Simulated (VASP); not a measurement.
Data:

```
CELL_PARAMETERS angstrom
      0.00000     2.44000     2.44000
      2.44000     0.00000     2.44000
      2.44000     2.44000     0.00000
ATOMIC_POSITIONS crystal
  Y  0.00000 0.00000 0.00000
  N  0.50000 0.50000 0.50000
```

Level of theory: revPBE GGA, VASP's PBE PAW potentials (set 64) (plane waves; VASP 6.6.1). Numerical set-up: 520 eV cut-off, 8×8×8 Γ-centred mesh, Gaussian smearing of 0.050 eV, potentials Y_sv N.

Energy and stress use the plane-wave basis of the starting cell.

### Question
The ions, cell shape and volume are relaxed. Which structure does the run end with?

### Answer

```
CELL_PARAMETERS angstrom
      0.00000     2.46467     2.46467
      2.46467     0.00000     2.46467
      2.46467     2.46467     0.00000
ATOMIC_POSITIONS crystal
  Y  0.00000 0.00000 0.00000
  N  0.50000 0.50000 0.50000
```
Space group Fm-3m (225), at a tolerance of 0.03 Å.

### Question
How do energy and volume change from the first to the last step?

### Answer
The energy (σ→0) changes by -6.5 meV/atom and the volume by +3.1 %, in 3 ionic steps.

The compound is YN in the rock salt structure. This run relaxes it. Symmetry was kept, so distortions that lower it aren't found.
